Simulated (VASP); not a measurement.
The system is PtSe2.

```xyz
3
Lattice="3.7240 0.0000 0.0000 -1.8620 3.2251 0.0000 0.0000 0.0000 5.1430" Properties=species:S:1:pos:R:3 pbc="T T T"
Pt    0.0000    0.0000    0.0000
Se    0.0000    2.1501    1.2655
Se    1.8620    1.0750    3.8775
```

```yaml
Program: VASP 6.6.1
Task: relaxation of the atoms
Functional: optB88-vdW
Potentials_or_basis: VASP PAW PBE potentials, release 64 (Pt, Se)
Cutoff: 520 eV
k_mesh: 10 × 10 × 8
Occupations: gaussian, width 0.05 eV
Spin: no spin polarisation
```

At the start: pressure 8.0 GPa; volume 20.59 Å³/atom.

Where does the relaxation end?

Over 4 steps the energy falls by 23.3 meV/atom; space group P-3m1 (No. 164, to 0.05 Å).

The path:
| step | energy change (eV) | largest force (eV/Å) | pressure (GPa) |
| --- | --- | --- | --- |
| 1 | 0.0000 | 0.9353 | 8.04 |
| 2 | -0.0582 | 0.3692 | 5.14 |
| 3 | -0.0699 | 0.0239 | 3.21 |
| 4 | -0.0699 | 0.0011 | 3.33 |

Final structure:
```yaml
crystal:
  lattice:
    - [3.72400, 0.00000, 0.00000]
    - [-1.86200, 3.22508, 0.00000]
    - [0.00000, 0.00000, 5.14299]
  atoms:
    - { symbol: Pt, position: [0.00000, 0.00000, 0.00000] }
    - { symbol: Se, position: [0.33333, 0.66667, 0.26100] }
    - { symbol: Se, position: [0.66667, 0.33333, 0.73900] }
```

Caveat: the PAW data sets were made with another functional, which shifts forces and pressure a little.
